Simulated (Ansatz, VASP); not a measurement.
# Ga14Ge17O55 (amorphous 29Ga2O3-71GeO2 (mol %)): VASP beside Ansatz, part 2 of 2

Wanted: the spread between two codes on one cell, functional and k mesh. Of the first pair: The structure shown is the start of the Ansatz relaxation below; VASP solves that cell, so the two are compared at the walk's first step.

VASP 6.6.1 and Ansatz 0.2.0.

So far: Set-up; Ansatz: relaxation, PBEsol.

### Step 3. VASP: single point, PBEsol, start cell, pair 1

Level of this step: PBEsol, spin-polarised from a ferromagnetic start; plane waves and PAW (Ga_d, Ge_d, O) (VASP).

The same cell, functional, mesh and smearing now go to VASP, with its own data sets.

Lines of VASP's logs that name or quote its potential files are left out, and so is its time.

File INCAR:

```
SYSTEM = Ga14Ge17O55
PREC = Accurate
ENCUT = 520
EDIFF = 1E-06
NELM = 200
ISMEAR = -1
SIGMA = 0.01
LREAL = Auto
ALGO = Normal
GGA = PS
NELECT = 749
NBANDS = 440
ISPIN = 2
MAGMOM = -0 -0 -0 0 -0 0 -0 0 -0 -0 -0 0 -0 -0 -0 -0 -0 -0 -0 0 -0 -0 -0 -0 -0 -0 -0 0 -0 -0 -0 0 -0 -0 -0 0.22 -0 -0 0 0 -0 0 -0 0 -0 -0 0.31 0 0 0 0 0 0 -0 0 0 0 -0 0 -0 -0 0 0.01 -0 0 0.01 0 0 -0 0 -0 0 0 0 -0 -0 0 0 -0 0 -0 -0 -0 0.33 -0 -0
LORBIT = 11
LWAVE = .FALSE.
LCHARG = .FALSE.
ISIF = 2
LASPH = .TRUE.
GGA_COMPAT = .FALSE.
NCORE = 2
```

File POSCAR:

```
Ga14Ge17O55
1.0
   10.5510300000      0.0000000000      0.0000000000
    0.0000000000     10.5510300000      0.0000000000
    0.0000000000      0.0000000000     10.5510300000
Ga Ge O
14 17 55
Direct
    0.7615370253      0.9985944500      0.6906245172
    0.3250867451      0.7956379614      0.9760753216
    0.0658703463      0.6245930492      0.8371220630
    0.1333613875      0.9121194803      0.8179485794
    0.0535777076      0.9752697130      0.0709693746
    0.7383260213      0.8288385115      0.1862093085
    0.6375965190      0.8173135703      0.4451413748
    0.9255684042      0.9225070917      0.4605995813
    0.0117429294      0.6721902980      0.1378254066
    0.8242418039      0.6835446397      0.6295499112
    0.1716325326      0.1466871007      0.3410472722
    0.3257407097      0.0737558324      0.0658608686
    0.4004158836      0.9761606213      0.5193331836
    0.2029754441      0.8495473902      0.3186608322
    0.0084257177      0.3270486389      0.8316154916
    0.2609603043      0.3706557559      0.5031167573
    0.1050987439      0.6579736765      0.5454728117
    0.8854775316      0.3010606547      0.3476816955
    0.7760474570      0.2969662677      0.6340234081
    0.4330003801      0.6677831453      0.2324891503
    0.4903881422      0.0039616985      0.8061298281
    0.8248104687      0.5938377580      0.3694426042
    0.6344972955      0.3579176630      0.9805962072
    0.5003682105      0.0179413763      0.2445353676
    0.3952789443      0.3554155376      0.2037241862
    0.4054580453      0.7261092045      0.6775926142
    0.7693561671      0.1171260057      0.1353896255
    0.5226030065      0.4327065699      0.6904539178
    0.0762484800      0.1023786303      0.6107176266
    0.0999523269      0.3686843844      0.1275136172
    0.7767677658      0.6389802702      0.9423345399
    0.7600111079      0.8474054192      0.5902077807
    0.1570936676      0.5008705311      0.4933736327
    0.3881422003      0.3728072046      0.6094760417
    0.0982652878      0.8238721717      0.1713671556
    0.4435870242      0.0953366638      0.9349134634
    0.8504382984      0.3477669953      0.7763033562
    0.8609491206      0.6853075008      0.2317688415
    0.7173043769      0.7680671934      0.0244905000
    0.1760681185      0.2221015389      0.5224229293
    0.7028697672      0.6457379043      0.4728732645
    0.7364209940      0.4885494592      0.0027864578
    0.4351613065      0.0635482981      0.6612719327
    0.9292836813      0.0041417757      0.6275406287
    0.1878963476      0.7400794046      0.8738483352
    0.0399297509      0.2864080568      0.2723430793
    0.9942157306      0.9464857933      0.9101007200
    0.4167460428      0.8339754507      0.8144702460
    0.4326402256      0.1680499439      0.1972698400
    0.7035711205      0.1514923188      0.6338054199
    0.6472353884      0.9979499632      0.1595957930
    0.3182912000      0.7260239048      0.3374931168
    0.5407528933      0.9892020021      0.4040363832
    0.0080086968      0.7005571968      0.6868144627
    0.5583625485      0.3485915593      0.8304212954
    0.1018194432      0.4609407802      0.8036845692
    0.4810904717      0.8141290471      0.5549126483
    0.3955064103      0.6728726958      0.0697088341
    0.5207169347      0.3818015871      0.0954693523
    0.2999801915      0.3029372488      0.3488758917
    0.9329800029      0.6003868817      0.4990981923
    0.2527904859      0.7020736364      0.6224321227
    0.8878469685      0.0024073479      0.1350294711
    0.0741918088      0.7974292557      0.4427908934
    0.7275403444      0.2179218522      0.0096199139
    0.6509411877      0.9646830689      0.8171619264
    0.7763981336      0.1932133640      0.2850243057
    0.9493385954      0.6461170142      0.9716018247
    0.1795369741      0.9783120700      0.6640204795
    0.6597554931      0.4129265105      0.5955153194
    0.4891844682      0.5925108733      0.7276730329
    0.0317504547      0.0657092246      0.4307825871
    0.7595182650      0.6310189621      0.7789286923
    0.2769776979      0.9977414527      0.3925777862
    0.2610266486      0.3328016317      0.0990045522
    0.4266123781      0.5050976066      0.2825695690
    0.5812039204      0.7538790052      0.2726463672
    0.7867857451      0.8856860420      0.3552638937
    0.8168017720      0.4447812204      0.2995726484
    0.3909760469      0.9274260428      0.1583068193
    0.0669887205      0.1915737137      0.7570540506
    0.0957726402      0.5274366578      0.1706373691
    0.1678035225      0.0877734212      0.1647137768
    0.2360622612      0.9505707026      0.9678675921
    0.8977512148      0.2981699417      0.5136370572
    0.0090986378      0.3046716766      0.0014121844
```

File KPOINTS:

```
Automatic mesh
0
Gamma
1 1 1
0 0 0
```

PAW data sets: Ga_d, Ge_d and O (PBE family, release 64).

Run with:

```sh
mpirun -np 8 vasp_gam
```

Numbers of over 12 decimals in the logs are rounded to 6 here.

The program printed:

```text
[banner, memory and clock lines left out]
running    8 mpi-ranks, on    1 nodes
[...]
|                                                                             |
|               ----> ADVICE to this user running VASP <----                  |
|                                                                             |
|     You enforced a specific xc type in the INCAR file but a different       |
|     [... a line on the potential file left out ...]
|     I HOPE YOU KNOW WHAT YOU ARE DOING!                                     |
|                                                                             |

 LDA part: xc-table for (Slater+PW92), standard interpolation
 POSCAR, INCAR and KPOINTS ok, starting setup
[...]
entering main loop
       N       E                     dE             d eps       ncg     rms          rms(c)
DAV:   1     0.236316217693E+05    0.23632E+05   -0.24707E+05  1992   0.426E+03
DAV:   2     0.561455072700E+04   -0.18017E+05   -0.16873E+05  1760   0.119E+03
DAV:   3     0.359360217669E+03   -0.52552E+04   -0.49552E+04  2136   0.409E+02
DAV:   4    -0.535229284627E+03   -0.89459E+03   -0.86523E+03  2088   0.181E+02
DAV:   5    -0.632211459512E+03   -0.96982E+02   -0.95749E+02  2672   0.624E+01BRMIX: very serious problems
 the old and the new charge density differ
 old charge density:   750.00000 new  749.00000
    0.520E+01
DAV:   6    -0.555840932142E+03    0.76371E+02   -0.31370E+02  2976   0.896E+01    0.187E+01
DAV:   7    -0.558984000888E+03   -0.31431E+01   -0.69418E+01  2208   0.167E+01    0.134E+01
DAV:   8    -0.557873009602E+03    0.11110E+01   -0.12400E+01  2544   0.115E+01    0.891E+00
DAV:   9    -0.558067012508E+03   -0.19400E+00   -0.13666E+01  2416   0.721E+00    0.866E+00
[...]
DAV:  37    -0.557257070360E+03   -0.27535E-04   -0.89744E-06  1648   0.901E-03    0.190E-02
DAV:  38    -0.557257073391E+03   -0.30312E-05   -0.17244E-06  1224   0.623E-03    0.313E-02
DAV:  39    -0.557257072562E+03    0.82979E-06   -0.19623E-06  1232   0.480E-03
   1 F= -.55725707E+03 E0= -.55724799E+03  d E =-.181657E-01  mag=     0.4976
```

Parts of OUTCAR (step 3):

```text
  FREE ENERGIE OF THE ION-ELECTRON SYSTEM (eV)
  ---------------------------------------------------
  free  energy   TOTEN  =      -557.2570725616 eV

  energy  without entropy=     -557.2389069096  energy(sigma->0) =     -557.24798974

 magnetization (x)
# of ion       s       p       d       tot
------------------------------------------
    1       -0.002  -0.001   0.004   0.001
    2       -0.000  -0.000   0.000  -0.000
    3        0.000   0.000  -0.000  -0.000
    4        0.001   0.002  -0.002   0.001
    5        0.002   0.002  -0.002   0.001
    6       -0.000  -0.000   0.000  -0.000
    7       -0.000  -0.000  -0.000  -0.000
    8       -0.000  -0.000   0.000  -0.000
    9        0.000   0.000  -0.000   0.000
   10       -0.000  -0.000   0.000   0.000
   11       -0.000   0.000  -0.000  -0.000
   12       -0.001  -0.001   0.001  -0.001
   13       -0.001  -0.001   0.001  -0.001
[...]
--------------------------------------------------
tot         -0.001   0.421   0.004   0.424
```

The cell is charged against a uniform background.

The run ends at a pressure of -5.92 GPa, with forces up to 0.81 eV/Å.

### Step 4. Differences

Known differences besides the potentials themselves: VASP starts from the moments at which Ansatz ended; the cutoff is 420 eV in Ansatz and 520 eV in VASP (PREC = Accurate, projectors in real space); Ansatz makes its cores anew for this functional, VASP keeps those of its PBE data sets. Total energies have different zeros and are not compared.

Forces on 10 of the 86 atoms, those with the largest forces and the largest differences (eV/Å; atoms numbered as in POSCAR):

| atom | Ansatz x, y, z | VASP x, y, z |
| --- | --- | --- |
| Ga4 | 0.397, -0.282, -0.105 | 0.415, -0.314, -0.135 |
| Ga5 | 0.092, 0.122, 0.778 | 0.073, 0.143, 0.792 |
| Ga10 | -0.007, -0.136, -0.035 | -0.024, -0.148, 0.014 |
| Ga12 | -0.176, 0.099, 0.297 | -0.196, 0.121, 0.257 |
| Ga13 | 0.036, -0.225, -0.453 | 0.010, -0.214, -0.456 |
| Ge17 | -0.113, -0.168, -0.041 | -0.057, -0.179, -0.038 |
| Ge19 | 0.134, 0.458, -0.093 | 0.128, 0.469, -0.096 |
| Ge21 | 0.103, -0.362, 0.213 | 0.121, -0.349, 0.242 |
| Ge23 | 0.322, 0.074, -0.297 | 0.310, 0.074, -0.288 |
| Ge29 | -0.143, 0.534, -0.374 | -0.126, 0.558, -0.340 |

The forces differ by 18 meV/Å r.m.s., which is 13.2 % of the r.m.s. force of 0.138 eV/Å (both taken over all components). VASP's last cycles still show a density residual of 3e-03, so its state may not be settled. Moments aren't recorded for both runs of this pair, so they may hold unlike magnetic states. The cell carries a charge of +1 e against a uniform background, so its pressure also hangs on how the neutralising background is counted, and in a defect's cell a gap may be the spacing between its levels.

### Step 5. Ansatz: relaxation, PBEsol

This run makes the geometry at which the two programs are then compared.

The structure compared here is the end of the Ansatz relaxation.

This is the run of step 2 again, met here at its other cell.

### Step 6. VASP: single point, PBEsol, relaxed atoms in a fixed cell, pair 2

The same cell, functional, mesh and smearing now go to VASP, with its own data sets.

INCAR is that of step 3.

File POSCAR:

```
Ga14Ge17O55
1.0
   10.5510300000      0.0000000000      0.0000000000
    0.0000000000     10.5510300000      0.0000000000
    0.0000000000      0.0000000000     10.5510300000
Ga Ge O
14 17 55
Direct
    0.7585800000      0.0020000000      0.6867900000
    0.3306000000      0.8040600000      0.9832400000
    0.0698700000      0.6251900000      0.8409300000
    0.1427900000      0.9028700000      0.8058000000
    0.0501000000      0.9766500000      0.0818500000
    0.7393600000      0.8274600000      0.1861600000
    0.6367500000      0.8160500000      0.4426200000
    0.9219500000      0.9220200000      0.4644200000
    0.0128300000      0.6694300000      0.1391300000
    0.8242300000      0.6846200000      0.6314700000
    0.1694200000      0.1474900000      0.3441400000
    0.3189600000      0.0853100000      0.0685500000
    0.3979000000      0.9728600000      0.5153400000
    0.1987200000      0.8465500000      0.3230100000
    0.0089600000      0.3275900000      0.8311800000
    0.2623000000      0.3709600000      0.5037900000
    0.1052800000      0.6582400000      0.5492900000
    0.8863000000      0.2993700000      0.3482600000
    0.7758200000      0.2983900000      0.6337300000
    0.4323200000      0.6670100000      0.2328300000
    0.4888600000      0.0015800000      0.7993200000
    0.8275100000      0.5925500000      0.3724300000
    0.6342200000      0.3590900000      0.9826300000
    0.4962900000      0.0108500000      0.2383500000
    0.3948800000      0.3558800000      0.2055600000
    0.4067800000      0.7251500000      0.6781500000
    0.7649700000      0.1167400000      0.1351000000
    0.5214800000      0.4314400000      0.6930300000
    0.0741300000      0.1045900000      0.6109300000
    0.1010800000      0.3666900000      0.1266400000
    0.7781200000      0.6383300000      0.9429900000
    0.7622900000      0.8493200000      0.5879600000
    0.1617900000      0.5040200000      0.4950400000
    0.3881800000      0.3704300000      0.6112900000
    0.0990800000      0.8233200000      0.1716900000
    0.4313500000      0.0907400000      0.9279800000
    0.8503900000      0.3461600000      0.7769400000
    0.8641200000      0.6845800000      0.2349400000
    0.7205400000      0.7688500000      0.0239200000
    0.1742400000      0.2235900000      0.5214900000
    0.7044100000      0.6464000000      0.4730800000
    0.7376900000      0.4882700000      0.0038400000
    0.4347000000      0.0624900000      0.6556700000
    0.9294900000      0.0047100000      0.6327800000
    0.1934900000      0.7413900000      0.8784100000
    0.0413700000      0.2859900000      0.2729000000
    0.0153000000      0.9440400000      0.9152200000
    0.4174500000      0.8354200000      0.8146800000
    0.4305700000      0.1634100000      0.1953400000
    0.7012100000      0.1537500000      0.6287000000
    0.6447300000      0.9955100000      0.1568400000
    0.3220000000      0.7310800000      0.3393000000
    0.5358700000      0.9836500000      0.3981100000
    0.0108100000      0.7051900000      0.6916500000
    0.5542400000      0.3484000000      0.8347600000
    0.1023600000      0.4618400000      0.8034400000
    0.4835600000      0.8135900000      0.5564800000
    0.3940800000      0.6721800000      0.0705100000
    0.5255900000      0.3795500000      0.1039100000
    0.3014700000      0.3016500000      0.3496800000
    0.9335500000      0.5987600000      0.5053400000
    0.2517400000      0.7130300000      0.6240400000
    0.8817300000      0.9995100000      0.1265100000
    0.0710000000      0.7956500000      0.4443800000
    0.7244500000      0.2166500000      0.0087200000
    0.6501900000      0.9699300000      0.8165300000
    0.7784400000      0.1905500000      0.2848200000
    0.9509800000      0.6472800000      0.9727400000
    0.1799600000      0.9791900000      0.6566700000
    0.6596500000      0.4153900000      0.5992300000
    0.4863600000      0.5909500000      0.7307100000
    0.0285000000      0.0656300000      0.4323000000
    0.7588800000      0.6320100000      0.7798500000
    0.2745100000      0.9972600000      0.3884200000
    0.2624100000      0.3252600000      0.0988800000
    0.4216500000      0.5055700000      0.2842400000
    0.5806500000      0.7535800000      0.2705700000
    0.7855400000      0.8868800000      0.3537800000
    0.8196600000      0.4442400000      0.3009800000
    0.3855700000      0.9269400000      0.1442200000
    0.0687200000      0.1919900000      0.7576800000
    0.1015300000      0.5261300000      0.1674400000
    0.1634200000      0.0884700000      0.1656100000
    0.2393200000      0.9638000000      0.9532300000
    0.8985000000      0.2979300000      0.5143500000
    0.0098000000      0.3035600000      0.0009500000
```

KPOINTS is that of step 3.

Run with:

```sh
mpirun -np 8 vasp_gam
```

The program printed:

```text
[banner, memory and clock lines left out]
running    8 mpi-ranks, on    1 nodes
[...]
[... a notice as in an earlier step ...]

 LDA part: xc-table for (Slater+PW92), standard interpolation
 POSCAR, INCAR and KPOINTS ok, starting setup
[...]
entering main loop
       N       E                     dE             d eps       ncg     rms          rms(c)
DAV:   1     0.235780688669E+05    0.23578E+05   -0.24807E+05  2000   0.426E+03
DAV:   2     0.562091246708E+04   -0.17957E+05   -0.16805E+05  1760   0.119E+03
DAV:   3     0.351198127287E+03   -0.52697E+04   -0.49573E+04  2152   0.410E+02
DAV:   4    -0.535195323172E+03   -0.88639E+03   -0.85852E+03  2080   0.182E+02
DAV:   5    -0.632646951647E+03   -0.97452E+02   -0.96279E+02  2680   0.625E+01BRMIX: very serious problems
 the old and the new charge density differ
 old charge density:   750.00000 new  749.00000
    0.521E+01
DAV:   6    -0.555708827443E+03    0.76938E+02   -0.30871E+02  3008   0.895E+01    0.177E+01
DAV:   7    -0.558395350646E+03   -0.26865E+01   -0.50869E+01  2184   0.148E+01    0.117E+01
DAV:   8    -0.557583141493E+03    0.81221E+00   -0.66108E+00  2520   0.118E+01    0.429E+00
DAV:   9    -0.557491553611E+03    0.91588E-01   -0.15778E+00  2416   0.579E+00    0.287E+00
[...]
DAV:  19    -0.557484071200E+03   -0.62145E-05   -0.72234E-05  2272   0.367E-02    0.760E-03
DAV:  20    -0.557484075267E+03   -0.40676E-05   -0.34330E-05  2160   0.208E-02    0.691E-03
DAV:  21    -0.557484075356E+03   -0.88447E-07   -0.58321E-06  1528   0.182E-02
   1 F= -.55748408E+03 E0= -.55748408E+03  d E =-.179154E-08  mag=     1.0000
```

Parts of OUTCAR (step 6):

```text
  FREE ENERGIE OF THE ION-ELECTRON SYSTEM (eV)
  ---------------------------------------------------
  free  energy   TOTEN  =      -557.4840753557 eV

  energy  without entropy=     -557.4840753539  energy(sigma->0) =     -557.48407535

 magnetization (x)
# of ion       s       p       d       tot
------------------------------------------
    1       -0.000  -0.000   0.000  -0.000
    2       -0.002  -0.002   0.001  -0.003
    3       -0.000  -0.000   0.000  -0.000
    4       -0.004  -0.003   0.006  -0.001
    5       -0.004  -0.004   0.002  -0.005
    6        0.000   0.000  -0.000   0.000
    7       -0.000  -0.000  -0.000  -0.000
    8       -0.000  -0.000   0.000  -0.000
    9       -0.000  -0.000   0.000  -0.000
   10       -0.000  -0.000   0.000  -0.000
   11       -0.000  -0.000  -0.000  -0.001
   12       -0.005  -0.004   0.005  -0.004
   13       -0.000  -0.000   0.000  -0.000
[...]
--------------------------------------------------
tot         -0.011   0.846   0.017   0.853
```

The run ends at a pressure of -6.00 GPa, with forces up to 0.066 eV/Å.

### Step 7. Side by side

What differs besides the data sets and the points named for the pairs above, as far as they apply: site moments are counted in spheres of each program's own size. Total energies have different zeros and are not compared.

The two programs side by side:

```csv
quantity,Ansatz,VASP,difference
total moment (μB),1.00,1.00,0.00
moment on O47 (μB),0.31,0.31,0.00
moment on O84 (μB),0.33,0.31,+0.02
moment on O36 (μB),0.22,0.22,0.00
```

Forces on 8 of the 86 atoms, those with the largest forces and the largest differences (eV/Å; atoms numbered as in POSCAR):

```csv
atom,"Ansatz x, y, z","VASP x, y, z"
Ga10,"0.007, -0.012, -0.001","-0.020, -0.024, 0.044"
Ga12,"-0.016, -0.012, -0.003","-0.022, 0.036, -0.039"
Ge24,"0.023, 0.005, 0.014","0.053, -0.001, 0.014"
Ge25,"0.008, 0.007, 0.015","0.062, 0.022, -0.009"
Ge29,"0.011, 0.020, -0.006","0.033, 0.047, 0.029"
O47,"-0.043, -0.001, 0.011","-0.060, -0.002, 0.005"
O51,"-0.010, 0.016, -0.006","-0.019, 0.054, 0.014"
O53,"-0.001, 0.014, -0.020","-0.007, 0.021, -0.052"
```

The forces differ by 18 meV/Å r.m.s., which is 87.3 % of the r.m.s. force of 0.020 eV/Å (both taken over all components). The cell carries a charge of +1 e against a uniform background, so its pressure also hangs on how the neutralising background is counted, and in a defect's cell a gap may be the spacing between its levels.

### Step 8. What came out

```yaml
r_m_s_force_difference_single_point_pbesol_start_cell_pair_1: 18 meV/Å
r_m_s_force_difference_single_point_pbesol_relaxed_atoms_in_a_fixed_cell_pair_2: 18 meV/Å
```

The r.m.s. force difference is 18 meV/Å (single point, PBEsol, start cell, pair 1), beyond the 12 meV/Å picked in this series as the mark of a large difference. What causes the difference of the single point, PBEsol, start cell, pair 1 pair stays open here. What causes the difference of the single point, PBEsol, relaxed atoms in a fixed cell, pair 2 pair stays open here. Such differences can come from data sets, numerical settings and the points named under the comparisons, not from the functional's error against experiment.

[Lines on the potential files, build, host, timing and source positions are cut from VASP's logs without a mark.]

[Logs are printed without paths, hosts, clocks, repeated set-up lines and the standing remarks that a program may print on its own settings, such as how far it seeks lower states.]

[Hosts, paths, dates, database ids (printed as entryN), source tags and the programs' standing remarks are cut or masked in the printed files.]
